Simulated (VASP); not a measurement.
Data:

```yaml
crystal:
  lattice:
    - [0.00000, 2.88995, 2.88995]
    - [2.88995, 0.00000, 2.88995]
    - [2.88995, 2.88995, 0.00000]
  atoms:
    - { symbol: Be, position: [0.00000, 0.00000, 0.00000] }
    - { symbol: Te, position: [0.25000, 0.25000, 0.25000] }
```

These are PBE GGA, VASP's PBE PAW potentials (set 64) (plane waves; VASP) values and carry that method's errors. Settings: 520 eV cut-off, 8×8×8 Γ-centred mesh, Gaussian smearing of 0.050 eV, potentials Be Te.

Unless said otherwise, spin-orbit coupling is left out, though it shifts the bands of the heavy elements here.

Q: What does the run give for the energy per atom (σ→0), pressure, band gap (on the k-mesh) with the smallest direct gap where there is one?

A: 
The band gap (on the k-mesh) is 2.15 eV, the smallest direct gap (on the k-mesh) is 3.27 eV and the energy per atom (σ→0) is -3.799 eV/atom. The pressure is -29.4 kbar.

The absolute energy has meaning only against runs of the same code, potentials and settings.

The compound is BeTe in the zinc blende structure. This cell is one point of a volume scan, at 1.06 of the reference volume.
